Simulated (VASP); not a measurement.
Consider the following.

```xyz
10
Lattice="2.5934 1.4973 4.5542 -2.5934 1.4973 4.5542 0.0000 -2.9946 4.5542" Properties=species:S:1:pos:R:3 pbc="T T T"
Li     0.0000     0.0000     3.4157
Li     0.0000     0.0000    10.2470
Nb     0.0000     0.0000     6.8313
Nb     0.0000    -2.9946     4.5542
O     -0.6312    -1.4973     5.6928
O      0.6312     1.4973     7.9699
O      1.6123     0.2020     5.6928
O     -1.6123    -0.2020     7.9699
O     -0.9811     1.2953     5.6928
O      0.9811    -1.2953     7.9699
```

The numbers are results of r2SCAN meta-GGA, VASP's PBE PAW potentials (set 64) (plane waves; VASP 6.6.1), not measurements. Numerical set-up: 520 eV cut-off, 6×6×6 Γ-centred mesh, tetrahedra with Blöchl corrections, potentials Li_sv Nb_sv O.

Task: What does the run give for the energy per atom (σ→0), band gap (over mesh and band path) with the smallest direct gap where there is one?

Result: 
```yaml
band gap (over mesh and band path): 2.97 eV
smallest direct gap (over mesh and band path): 3.08 eV
energy per atom (σ→0): -11.831 eV/atom
```

The structure comes from a computed database's LiNbO3 entry (R-3c); how it stands against other phases isn't given here. It was relaxed first.
